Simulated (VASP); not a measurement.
# C (Diamond): exact exchange and RPA correlation, part 4 of 6

How do semilocal functionals compare with the RPA for C (Diamond), and at what cost? The scan starts from a database cell scaled to its smallest volume. The start is a cell from a database of measured crystal structures.

VASP 6.6.1, plane waves and PAW; the level of theory is named at each step.

So far. Step 15 (Comparison: HSE06, volume ratio 0.96): Its energy is -10.5606 eV an atom, on a zero of its own. Step 16 (Orbitals, volume ratio 0.99): The run ends at a pressure of -11.87 GPa.

## 17. Exact exchange, volume ratio 0.99

This step: Hartree-Fock energy on LDA orbitals; plane waves and PAW (C_GW) (VASP 6.6.1).

Exact exchange at this point.

The input, INCAR:

```
SYSTEM = C
PREC = Accurate
ENCUT = 460
ISMEAR = 0
SIGMA = 0.05
LREAL = .FALSE.
GGA = CA
NBANDS = 10
ALGO = Eigenval
NELM = 1
LHFCALC = .TRUE.
AEXX = 1
ALDAC = 0
AGGAC = 0
PRECFOCK = Normal
LWAVE = .FALSE.
LCHARG = .FALSE.
```

The input, POSCAR:

```
C
1.0
    0.0000000000      1.7774055073      1.7774055073
    1.7774055073      0.0000000000      1.7774055073
    1.7774055073      1.7774055073      0.0000000000
C
2
Direct
    0.7500000000      0.7500000000      0.7500000000
    0.5000000000      0.5000000000      0.5000000000
```

The input, KPOINTS:

```
Automatic mesh
0
Gamma
8 8 8
0 0 0
```

The projector-augmented-wave data sets are C_GW (LDA family, release 64).

The WAVECAR or CHGCAR of an earlier step is read.

On the command line:

```console
$ mpirun -np 4 vasp_std
```

Log:

```text
[... set-up lines as in an earlier step ...]
 entering main loop
       N       E                     dE             d eps       ncg     rms          rms(c)
EIG:   1    -0.302236E+02   -0.30224E+02    0.00000E+00     0   0.000E+00
   1 F= -.30223620E+02 E0= -.30223620E+02  d E =-.831157E-17
```

The job ended after 25 s (4 MPI ranks of AMD EPYC 7R43, shared host; peak memory 0.28 GiB; 96 s of CPU time).

Parts of OUTCAR (step 17):

```text
 POSITION                                       TOTAL-FORCE (eV/Angst)
 -----------------------------------------------------------------------------------
      2.66611      2.66611      2.66611         0.000000     -0.000000     -0.000000
      1.77741      1.77741      1.77741        -0.000000      0.000000      0.000000
 -----------------------------------------------------------------------------------
    total drift:                               -0.000000     -0.000000     -0.000000

  FREE ENERGIE OF THE ION-ELECTRON SYSTEM (eV)
  ---------------------------------------------------
  free  energy   TOTEN  =       -30.2236195230 eV

  energy  without entropy=      -30.2236195230  energy(sigma->0) =      -30.22361952

[... 2 parts as in an earlier step ...]

[... 1 further part left out ...]
[key lines of the parts left out:]
E-fermi :  10.1836
```

The Hartree-Fock energy on these orbitals is -15.1118 eV an atom.

## 18. Empty bands, volume ratio 0.99

This step: LDA; plane waves and PAW (C_GW) (VASP 6.6.1).

The empty bands are made again, for the run that follows.

The input, INCAR:

```
SYSTEM = C
PREC = Accurate
ENCUT = 460
ISMEAR = 0
SIGMA = 0.05
LREAL = .FALSE.
GGA = CA
NBANDS = 264
ALGO = Exact
NELM = 1
LWAVE = .TRUE.
LCHARG = .FALSE.
LOPTICS = .TRUE.
NEDOS = 1000
CSHIFT = 0.1
```

POSCAR is that of step 17.

KPOINTS is that of step 17.

On the command line:

```console
$ mpirun -np 4 vasp_std
```

Log:

```text
[banner, memory and clock lines left out]
running    4 mpi-ranks, on    1 nodes
[...]
LDA part: xc-table for (Slater(with rela. corr.)+CA(PZ))
 , standard interpolation
 found WAVECAR, reading the header
  number of bands has changed, file:    10 present:   264
  trying to continue reading WAVECAR, but it might fail
 POSCAR, INCAR and KPOINTS ok, starting setup
[...]
reading WAVECAR
 random initialization beyond band           10
 the WAVECAR file was read successfully
 initial charge from wavefunction
 entering main loop
       N       E                     dE             d eps       ncg     rms          rms(c)
DIA:   1    -0.202509E+02   -0.20251E+02    0.00000E+00     0   0.000E+00
   1 F= -.20250883E+02 E0= -.20250883E+02  d E =-.578975E-28
 writing wavefunctions
 optical routines
 imaginary and real dielectric function
 recalculating local potential from charge density
 direction            1
 direction            2
 direction            3
```

Run time: 2.8 s. Hardware: 4 MPI ranks; peak memory 0.32 GiB.

Parts of OUTCAR (step 18):

```text
  Total       -0.8318790     -0.8318790     -0.8318790     -0.0000000     -0.0000000      0.0000000
  in kB     -118.6810016   -118.6810016   -118.6810016     -0.0000000     -0.0000000      0.0000000
  external PRESSURE =    -118.6810016 kB  Pullay stress =       0.0000000 kB

 POSITION                                       TOTAL-FORCE (eV/Angst)
 -----------------------------------------------------------------------------------
      2.66611      2.66611      2.66611        -0.000000     -0.000000     -0.000000
      1.77741      1.77741      1.77741         0.000000      0.000000      0.000000
 -----------------------------------------------------------------------------------
    total drift:                                0.000000     -0.000000      0.000000

  FREE ENERGIE OF THE ION-ELECTRON SYSTEM (eV)
  ---------------------------------------------------
  free  energy   TOTEN  =       -20.2508825843 eV

  energy  without entropy=      -20.2508825843  energy(sigma->0) =      -20.25088258

[... 1 part as in an earlier step ...]

[... 2 further parts left out ...]
[key lines of the parts left out:]
E-fermi :  10.2822
```

WAVECAR now holds 264 bands for 8 electrons.

## 19. RPA correlation, volume ratio 0.99

This step: RPA correlation on LDA orbitals; plane waves and PAW (C_GW) (VASP 6.6.1).

RPA correlation at this point.

The input, INCAR:

```
SYSTEM = C
PREC = Accurate
ENCUT = 460
ISMEAR = 0
SIGMA = 0.05
LREAL = .FALSE.
GGA = CA
NBANDS = 264
ALGO = ACFDT
ENCUTGW = 200
NOMEGA = 12
PRECFOCK = Fast
LWAVE = .FALSE.
LCHARG = .FALSE.
```

POSCAR is that of step 18.

KPOINTS is that of step 18.

On the command line:

```console
$ mpirun -np 4 vasp_std
```

Log:

```text
[banner, memory and clock lines left out]
running    4 mpi-ranks, on    1 nodes
[...]
LDA part: xc-table for (Slater(with rela. corr.)+CA(PZ))
 , standard interpolation
 found WAVECAR, reading the header
 POSCAR, INCAR and KPOINTS ok, starting setup
[...]
reading WAVECAR
 the WAVECAR file was read successfully
 initial charge from wavefunction
 available memory per node:    187.50 GB, setting MAXMEM to    191997

 The Fermi energy was updated, please check that it is located mid-gap
 values below the HOMO (VB) or above the LUMO (CB) will cause erroneous energies
 E-fermi :  11.9702

 the WAVEDER file was read successfully
 set NWRITE>2 for more details about minimax calculation
 number of imaginary grid points requested:      12
 number of distinct grids requested:  1
 quadrature errors minimized for energies in [ 0.413E+01, 0.463E+03 ]
 bosonic grid (T=0, re) determined with error: 0.2946E-08
 bosonic grid (re): 0.2946E-08
       0.8910       2.8573       5.4272       9.1863      15.0493
[...]
NQ=  23    0.5000    0.2500    0.1250,
|.........|.........|.........|.........
 performed     144739000 updates of chi_q(r,r)
 total number of BLAS operations       5837.11 Gflops
NQ=  24   -0.3750    0.2500    0.1250,
|.........|.........|.........|.........
 performed     151032000 updates of chi_q(r,r)
 total number of BLAS operations       6083.82 Gflops
NQ=  25    0.5000    0.3750    0.1250,
|.........|.........|.........|.........
 performed     157325000 updates of chi_q(r,r)
 total number of BLAS operations       6390.14 Gflops
NQ=  26   -0.3750    0.3750    0.1250,
|.........|.........|.........|.........
 performed     163618000 updates of chi_q(r,r)
 total number of BLAS operations       6665.85 Gflops
NQ=  27   -0.2500    0.3750    0.1250,
|.........|.........|.........|.........
 performed     169911000 updates of chi_q(r,r)
 total number of BLAS operations       6905.55 Gflops
NQ=  28   -0.3750    0.5000    0.1250,
|.........|.........|.........|.........
 performed     176204000 updates of chi_q(r,r)
 total number of BLAS operations       7166.56 Gflops
NQ=  29   -0.2500    0.5000    0.2500,
|.........|.........|.........|.........
 performed     182497000 updates of chi_q(r,r)
 total number of BLAS operations       7399.37 Gflops
 entering main loop
```

The job ended after 2.9 min (4 MPI ranks; peak memory 1 GiB).

Parts of OUTCAR (step 19):

```text
      cutoff energy     smooth cutoff   RPA   correlation   Hartree contr. to MP2
---------------------------------------------------------------------------------
            200.000           160.000      -12.8202048921      -19.9986889092
            190.476           152.381      -12.7282043515      -19.8949995383
            181.406           145.125      -12.6299797986      -19.7838561625
            172.768           138.214      -12.5253024578      -19.6650187788
            164.541           131.632      -12.4141039492      -19.5384362489
            156.705           125.364      -12.2958853946      -19.4032410145
            149.243           119.394      -12.1708206633      -19.2588929817
            142.136           113.709      -12.0372114570      -19.1023067518
  linear regression

[... 2 parts as in an earlier step ...]

[... 2 further parts left out ...]
[key lines of the parts left out:]
E-fermi :  11.9702
```

The correlation energy is -6.9931 eV an atom, -16 meV against the point before. With exact exchange the total is -22.1049 eV an atom.

## 20. Comparison: r2SCAN, volume ratio 0.99

This step: r2SCAN; plane waves and PAW (C_GW) (VASP 6.6.1).

The comparison at this point.

The input, INCAR:

```
SYSTEM = C
PREC = Accurate
ENCUT = 460
EDIFF = 1E-06
NELM = 100
ISMEAR = 0
SIGMA = 0.05
LREAL = .FALSE.
ALGO = Normal
METAGGA = R2SCAN
LASPH = .TRUE.
NBANDS = 10
LWAVE = .FALSE.
LCHARG = .FALSE.
KPAR = 4
```

POSCAR is that of step 19.

KPOINTS is that of step 19.

On the command line:

```console
$ mpirun -np 4 vasp_std
```

Log:

```text
[... set-up lines as in an earlier step ...]
 entering main loop
       N       E                     dE             d eps       ncg     rms          rms(c)
DAV:   1    -0.593866E+01   -0.59387E+01   -0.45253E+03   580   0.730E+02
DAV:   2    -0.403615E+02   -0.34423E+02   -0.32089E+02   778   0.214E+02
DAV:   3    -0.409457E+02   -0.58417E+00   -0.58255E+00   728   0.217E+01
DAV:   4    -0.409477E+02   -0.20814E-02   -0.20810E-02   700   0.137E+00
[...]
DAV:   9    -0.376303E+02   -0.76954E-04   -0.53406E-05   676   0.110E-01    0.120E-02
DAV:  10    -0.376303E+02   -0.47582E-05   -0.20175E-06   778   0.178E-02    0.267E-03
DAV:  11    -0.376303E+02   -0.66854E-07   -0.39228E-07   356   0.683E-03
   1 F= -.37630294E+02 E0= -.37630294E+02  d E =-.505217E-22
```

The job ended after 4.6 s (4 MPI ranks; peak memory 0.31 GiB).

OUTCAR, selected parts (step 20):

```text
  Total       -0.1229479     -0.1229479     -0.1229479     -0.0000000      0.0000000     -0.0000000
  in kB      -17.5405073    -17.5405073    -17.5405073     -0.0000000      0.0000000     -0.0000000
  external PRESSURE =     -17.5405073 kB  Pullay stress =       0.0000000 kB

 POSITION                                       TOTAL-FORCE (eV/Angst)
 -----------------------------------------------------------------------------------
      2.66611      2.66611      2.66611         0.000000      0.000000      0.000000
      1.77741      1.77741      1.77741        -0.000000     -0.000000     -0.000000
 -----------------------------------------------------------------------------------
    total drift:                                0.000000     -0.000000      0.000000

  FREE ENERGIE OF THE ION-ELECTRON SYSTEM (eV)
  ---------------------------------------------------
  free  energy   TOTEN  =       -37.6302937982 eV

  energy  without entropy=      -37.6302937982  energy(sigma->0) =      -37.63029380

[... 2 parts as in an earlier step ...]

[... 1 further part left out ...]
[key lines of the parts left out:]
E-fermi :  10.4510
```

Its energy is -18.8151 eV an atom, on a zero of its own.

## 21. Orbitals for comparison: HSE06, volume ratio 0.99

This step: LDA; plane waves and PAW (C_GW) (VASP 6.6.1).

Starting orbitals, as before.

The input, INCAR:

```
SYSTEM = C
PREC = Accurate
ENCUT = 460
EDIFF = 1E-05
NELM = 100
ISMEAR = 0
SIGMA = 0.05
LREAL = .FALSE.
ALGO = Normal
GGA = CA
NBANDS = 10
LORBIT = 11
LWAVE = .TRUE.
LCHARG = .FALSE.
KPAR = 4
```

POSCAR is that of step 20.

KPOINTS is that of step 20.

On the command line:

```console
$ mpirun -np 4 vasp_std
```

Log:

```text
[... set-up lines as in an earlier step ...]
 entering main loop
       N       E                     dE             d eps       ncg     rms          rms(c)
[... 8 cycles as in an earlier step ...]
DAV:   9    -0.202509E+02   -0.59500E-05   -0.24498E-05   668   0.493E-02
   1 F= -.20250881E+02 E0= -.20250881E+02  d E =-.234874E-26
 writing wavefunctions
```

It took 1.4 s on 4 MPI ranks; peak memory 0.3 GiB; 3 s of CPU time.

From OUTCAR (step 21):

```text
  Total       -0.8297883     -0.8297883     -0.8297883      0.0000000      0.0000000     -0.0000000
  in kB     -118.3827265   -118.3827265   -118.3827265      0.0000000      0.0000000     -0.0000000
  external PRESSURE =    -118.3827265 kB  Pullay stress =       0.0000000 kB

  FREE ENERGIE OF THE ION-ELECTRON SYSTEM (eV)
  ---------------------------------------------------
  free  energy   TOTEN  =       -20.2508808637 eV

  energy  without entropy=      -20.2508808637  energy(sigma->0) =      -20.25088086

[... 3 parts as in an earlier step ...]

[... 1 further part left out ...]
[key lines of the parts left out:]
E-fermi :  10.2691
```

The run ends at a pressure of -11.84 GPa.

## 22. Comparison: HSE06, volume ratio 0.99

This step: HSE06; plane waves and PAW (C_GW) (VASP 6.6.1).

The comparison at this point.

The input, INCAR:

```
SYSTEM = C
PREC = Accurate
ENCUT = 460
EDIFF = 1E-06
NELM = 100
ISMEAR = 0
SIGMA = 0.05
LREAL = .FALSE.
ALGO = Normal
LHFCALC = .TRUE.
AEXX = 0.25
GGA = PE
HFSCREEN = 0.2
LASPH = .TRUE.
NBANDS = 10
PRECFOCK = Fast
LWAVE = .FALSE.
LCHARG = .FALSE.
KPAR = 4
```

POSCAR is that of step 21.

KPOINTS is that of step 21.

The run starts from files that an earlier step left in the folder.

On the command line:

```console
$ mpirun -np 4 vasp_std
```

Log:

```text
[... set-up lines as in an earlier step ...]
 entering main loop
       N       E                     dE             d eps       ncg     rms          rms(c)
DAV:   1    -0.211256E+02   -0.21126E+02   -0.65752E-01   748   0.120E+01    0.497E-01
DAV:   2    -0.211282E+02   -0.26002E-02   -0.55709E-03   646   0.649E-01    0.322E-01
DAV:   3    -0.211274E+02    0.75937E-03   -0.32794E-04   676   0.220E-01    0.189E-01
DAV:   4    -0.211272E+02    0.24607E-03   -0.88051E-05   776   0.132E-01    0.110E-01
DAV:   5    -0.211271E+02    0.77769E-04   -0.25403E-05   802   0.720E-02    0.641E-02
DAV:   6    -0.211271E+02    0.23762E-04   -0.76065E-06   806   0.393E-02    0.375E-02
DAV:   7    -0.211270E+02    0.69305E-05   -0.23833E-06   628   0.217E-02    0.221E-02
DAV:   8    -0.211270E+02    0.18252E-05   -0.71573E-07   296   0.122E-02    0.130E-02
DAV:   9    -0.211270E+02    0.32396E-06   -0.39524E-07   298   0.672E-03
   1 F= -.21127046E+02 E0= -.21127046E+02  d E =-.182938E-18
```

Wall time 94 s (4 MPI ranks); peak memory 0.69 GiB.

Parts of OUTCAR (step 22):

```text
 POSITION                                       TOTAL-FORCE (eV/Angst)
 -----------------------------------------------------------------------------------
      2.66611      2.66611      2.66611         0.000000      0.000000      0.000000
      1.77741      1.77741      1.77741        -0.000000     -0.000000     -0.000000
 -----------------------------------------------------------------------------------
    total drift:                               -0.000000      0.000000     -0.000000

  FREE ENERGIE OF THE ION-ELECTRON SYSTEM (eV)
  ---------------------------------------------------
  free  energy   TOTEN  =       -21.1270462909 eV

  energy  without entropy=      -21.1270462909  energy(sigma->0) =      -21.12704629

[... 2 parts as in an earlier step ...]

[... 1 further part left out ...]
[key lines of the parts left out:]
E-fermi :   9.7994
```

Its energy is -10.5635 eV an atom, on a zero of its own.

## 23. Orbitals, volume ratio 1.02

This step: LDA; plane waves and PAW (C_GW) (VASP 6.6.1).

The same chain follows at a volume ratio of 1.02.

The input, INCAR:

```
SYSTEM = C
PREC = Accurate
ENCUT = 460
EDIFF = 1E-08
NELM = 100
ISMEAR = 0
SIGMA = 0.05
LREAL = .FALSE.
ALGO = Normal
GGA = CA
NBANDS = 10
LORBIT = 11
LWAVE = .TRUE.
LCHARG = .FALSE.
KPAR = 4
```

The input, POSCAR:

```
C
1.0
    0.0000000000      1.7951807415      1.7951807415
    1.7951807415      0.0000000000      1.7951807415
    1.7951807415      1.7951807415      0.0000000000
C
2
Direct
    0.7500000000      0.7500000000      0.7500000000
    0.5000000000      0.5000000000      0.5000000000
```

KPOINTS is that of step 22.

On the command line:

```console
$ mpirun -np 4 vasp_std
```

Log:

```text
[... set-up lines as in an earlier step ...]
 entering main loop
       N       E                     dE             d eps       ncg     rms          rms(c)
DAV:   1     0.954694E+01    0.95469E+01   -0.45063E+03   604   0.723E+02
DAV:   2    -0.204174E+02   -0.29964E+02   -0.27992E+02   742   0.197E+02
DAV:   3    -0.209980E+02   -0.58061E+00   -0.57905E+00   730   0.207E+01
DAV:   4    -0.209999E+02   -0.19086E-02   -0.19083E-02   666   0.127E+00
[...]
DAV:   9    -0.202228E+02   -0.44418E-05   -0.25709E-05   664   0.490E-02    0.139E-02
DAV:  10    -0.202228E+02   -0.17163E-05   -0.13912E-06   688   0.120E-02    0.158E-03
DAV:  11    -0.202228E+02   -0.14261E-08   -0.15157E-08   776   0.179E-03
   1 F= -.20222797E+02 E0= -.20222797E+02  d E =-.100165E-15
 writing wavefunctions
```

The job ended after 1.4 s (4 MPI ranks; peak memory 0.31 GiB).

OUTCAR, selected parts (step 23):

```text
  Total       -1.7218753     -1.7218753     -1.7218753     -0.0000000      0.0000000     -0.0000000
  in kB     -238.4282599   -238.4282599   -238.4282599     -0.0000000      0.0000000     -0.0000000
  external PRESSURE =    -238.4282599 kB  Pullay stress =       0.0000000 kB

 POSITION                                       TOTAL-FORCE (eV/Angst)
 -----------------------------------------------------------------------------------
      2.69277      2.69277      2.69277         0.000000     -0.000000      0.000000
      1.79518      1.79518      1.79518        -0.000000      0.000000     -0.000000
 -----------------------------------------------------------------------------------
    total drift:                                0.000000     -0.000000      0.000000

  FREE ENERGIE OF THE ION-ELECTRON SYSTEM (eV)
  ---------------------------------------------------
  free  energy   TOTEN  =       -20.2227971017 eV

  energy  without entropy=      -20.2227971017  energy(sigma->0) =      -20.22279710

[... 1 part as in an earlier step ...]

[... 2 further parts left out ...]
[key lines of the parts left out:]
E-fermi :   9.7362
```

The run ends at a pressure of -23.84 GPa.

## 24. Exact exchange, volume ratio 1.02

This step: Hartree-Fock energy on LDA orbitals; plane waves and PAW (C_GW) (VASP 6.6.1).

Exact exchange at this point.

The input, INCAR:

```
SYSTEM = C
PREC = Accurate
ENCUT = 460
ISMEAR = 0
SIGMA = 0.05
LREAL = .FALSE.
GGA = CA
NBANDS = 10
ALGO = Eigenval
NELM = 1
LHFCALC = .TRUE.
AEXX = 1
ALDAC = 0
AGGAC = 0
PRECFOCK = Normal
LWAVE = .FALSE.
LCHARG = .FALSE.
```

POSCAR is that of step 23.

KPOINTS is that of step 23.

The run starts from files that an earlier step left in the folder.

On the command line:

```console
$ mpirun -np 4 vasp_std
```

Log:

```text
[... set-up lines as in an earlier step ...]
 entering main loop
       N       E                     dE             d eps       ncg     rms          rms(c)
EIG:   1    -0.301973E+02   -0.30197E+02    0.00000E+00     0   0.000E+00
   1 F= -.30197284E+02 E0= -.30197284E+02  d E =-.314123E-13
```

It took 24 s on 4 MPI ranks; peak memory 0.28 GiB.

Parts of OUTCAR (step 24):

```text
 POSITION                                       TOTAL-FORCE (eV/Angst)
 -----------------------------------------------------------------------------------
      2.69277      2.69277      2.69277         0.000000     -0.000000     -0.000000
      1.79518      1.79518      1.79518        -0.000000      0.000000      0.000000
 -----------------------------------------------------------------------------------
    total drift:                                0.000000      0.000000      0.000000

  FREE ENERGIE OF THE ION-ELECTRON SYSTEM (eV)
  ---------------------------------------------------
  free  energy   TOTEN  =       -30.1972843977 eV

  energy  without entropy=      -30.1972843977  energy(sigma->0) =      -30.19728440

[... 2 parts as in an earlier step ...]

[... 1 further part left out ...]
[key lines of the parts left out:]
E-fermi :   9.7076
```

The Hartree-Fock energy on these orbitals is -15.0986 eV an atom.

(Continued in part 5 of 6.)

[Long decimals in the printed logs are rounded to 6 places.]

[Lines on the potential files, build, host, timing and source positions are cut from VASP's logs without a mark.]

[Logs are printed without paths, hosts, clocks, repeated set-up lines and the standing remarks that a program may print on its own settings, such as how far it seeks lower states.]

[Hosts, paths, dates, database ids (printed as entryN), source tags and the programs' standing remarks are cut or masked in the printed files.]

[Measured values are set beside computed ones only where the two were judged alike; some that the calculation misses by far are left out.]

[Pressures printed for these runs are not shown converged in the cutoff: they can be off by several GPa and have the wrong sign.]
